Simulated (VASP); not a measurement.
An input for Ansatz (written as the equivalent of a VASP run, and not itself run):

Ansatz 0.2 input:
```yaml
crystal:
  lattice:
    - [0.0000000, 2.7514441, 2.7514441]
    - [2.7514441, 0.0000000, 2.7514441]
    - [2.7514441, 2.7514441, 0.0000000]
  atoms:
    - { symbol: Ga, position: [0.0000000, 0.0000000, 0.0000000] }
    - { symbol: P, position: [0.2500000, 0.2500000, 0.2500000] }
kpoints:
  mp_grid: { grid: [8, 8, 8] }
hamiltonian:
  xc: pbe
  pseudopotentials: { kind: paw }
scf:
  occupations: { method: gaussian, width: 0.05 }
  max_iter: 100
output: { forces: true, stress: true, eigenvalues: true }
```

Question: Write the VASP files for the same calculation (PBE).

Answer: This is not unique; one that fits is 
**POSCAR**
```
GaP
5.5028880
  0.0000000000   0.5000000145   0.5000000145
  0.5000000145   0.0000000000   0.5000000145
  0.5000000145   0.5000000145   0.0000000000
Ga P
1 1
Cart
  0.0000000000   0.0000000000   0.0000000000
  0.2500000072   0.2500000072   0.2500000072
```

KPOINTS:
```
kpoints
0
G
  8 8 8
0 0 0
```

**INCAR**
```
SYSTEM = GaP
PREC = Accurate
ENCUT = 350
EDIFF = 1E-6
NELM = 100
ALGO = Normal
LREAL = .FALSE.
LASPH = .TRUE.
ISMEAR = 0
SIGMA = 0.05
GGA = PE
LMAXMIX = 4
LWAVE = .FALSE.
LCHARG = .TRUE.
```

POTCAR, in this order: Ga_d P (PBE.64 set). Program: vasp_std.

Limits of the translation: each code has its own PAW files, so the cut-off isn't converted (ENCUT is set for VASP's; basis.ecutwfc is left out, and Ansatz then takes the one that its files recommend); Ansatz stops its SCF on the density residual and VASP on the energy change (EDIFF).

The compound is GaP in the zinc blende structure. It was relaxed first.
